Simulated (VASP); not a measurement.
Here is the system:

```xyz
2
Lattice="4.1931 0.0000 0.0000 0.0000 4.1931 0.0000 0.0000 0.0000 4.1931" Properties=species:S:1:pos:R:3 pbc="T T T"
Cs     0.0000     0.0000     0.0000
Cl     2.0965     2.0965     2.0965
```

The numbers are results of PW91 GGA, VASP's PBE PAW potentials (set 64) (plane waves; VASP), not measurements. Run with 520 eV cut-off, Gaussian smearing of 0.050 eV, potentials Cs_sv Cl.

Unless said otherwise, spin-orbit coupling is left out, though it shifts the bands of the heavy elements here.

Predict the band gap (along the path) with the smallest direct gap where there is one.

* **band gap (along the path)**: 5.05 eV
* **smallest direct gap (along the path)**: 5.05 eV

Only differences to runs with the same potentials and settings are physical.

The compound is CsCl in the CsCl type structure. It was relaxed first, which changed the volume by +5 %.
